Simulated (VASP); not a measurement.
Computed with PBE GGA, VASP's PBE PAW potentials (set 64) (plane waves; VASP 6.6.1).

The input files of a VASP run:

POSCAR:
```
Ru
1
    1.3821000000    -2.3938680000     0.0000000000
    1.3821000000     2.3938680000     0.0000000000
    0.0000000000     0.0000000000     4.3656000000
Ru
2
Direct
  0.3333330000   0.6666670000   0.2500000000
  0.6666670000   0.3333330000   0.7500000000
```

### KPOINTS
```
kpoints
0
gamma
14 14 8
```

**INCAR**
```
! general
SYSTEM  = Ru
PREC    = Accurate
ENCUT   = 400
LREAL   = .False.
LASPH   = .True.

! electronic loop
EDIFF   = 1E-6
NELM    = 100
ALGO    = Normal
LMAXMIX = 4

! smearing
ISMEAR  = -4

! functional
GGA     = PE

! ions
ISIF    = 2

! output
LWAVE   = .False.
LCHARG  = .False.
```

POTCAR, in this order: Ru_pv (PBE.64 set). Program: vasp_std.

Output of the run:

File OSZICAR:
```
       N       E                     dE             d eps       ncg     rms          rms(c)
DAV:   1     0.239551446775E+03    0.23955E+03   -0.15841E+04  4392   0.142E+03
DAV:   2    -0.144173158477E+02   -0.25397E+03   -0.24908E+03  4582   0.439E+02
DAV:   3    -0.196964335312E+02   -0.52791E+01   -0.51547E+01  4546   0.679E+01
DAV:   4    -0.197536951562E+02   -0.57262E-01   -0.57143E-01  5402   0.621E+00
DAV:   5    -0.197545104601E+02   -0.81530E-03   -0.81528E-03  4648   0.647E-01    0.154E+01
DAV:   6    -0.184192200652E+02    0.13353E+01   -0.38550E+00  4358   0.201E+01    0.352E+00
DAV:   7    -0.183465771355E+02    0.72643E-01   -0.23323E-01  4424   0.435E+00    0.940E-01
DAV:   8    -0.183388412583E+02    0.77359E-02   -0.58830E-03  4468   0.896E-01    0.242E-01
DAV:   9    -0.183386451035E+02    0.19615E-03   -0.70330E-04  5448   0.278E-01    0.442E-02
DAV:  10    -0.183386577829E+02   -0.12679E-04   -0.35472E-05  4562   0.531E-02    0.166E-02
DAV:  11    -0.183386579611E+02   -0.17818E-06   -0.89773E-06  4464   0.286E-02
   1 F= -.18338658E+02 E0= -.18338658E+02  d E =0.000000E+00
```

**OUTCAR**
```
------------------------ aborting loop because EDIFF is reached ----------------------------------------
  FORCE on cell =-STRESS in cart. coord.  units (eV):
  Direction    XX          YY          ZZ          XY          YZ          ZX
  --------------------------------------------------------------------------------------
  Total       -2.3883591     -2.3883602     -2.6746264     -0.0000000      0.0000000      0.0000000
  in kB     -132.4636143   -132.4636784   -148.3406274     -0.0000000      0.0000000      0.0000000
  external PRESSURE =    -137.7559734 kB  Pullay stress =       0.0000000 kB
  volume of cell :       28.89
      direct lattice vectors                 reciprocal lattice vectors
     1.382100000 -2.393868000  0.000000000     0.361768324 -0.208866988  0.000000000
     1.382100000  2.393868000  0.000000000     0.361768324  0.208866988  0.000000000
     0.000000000  0.000000000  4.365600000     0.000000000  0.000000000  0.229063588
 POSITION                                       TOTAL-FORCE (eV/Angst)
 -----------------------------------------------------------------------------------
      1.38210      0.79796      1.09140         0.000000      0.000000      0.000000
      1.38210     -0.79796      3.27420        -0.000000     -0.000000      0.000000
 -----------------------------------------------------------------------------------
    total drift:                               -0.000000      0.000536     -0.000046
  FREE ENERGIE OF THE ION-ELECTRON SYSTEM (eV)
  ---------------------------------------------------
  free  energy   TOTEN  =       -18.3386579611 eV

  energy  without entropy=      -18.3386579611  energy(sigma->0) =      -18.33865796
```
(Selected blocks of OUTCAR.)

The compound is Ru in the hcp structure. The cell was not relaxed at this level. The run is one of a series of settings (ISMEAR = -4, SIGMA removed against the base run), some of them coarse on purpose.
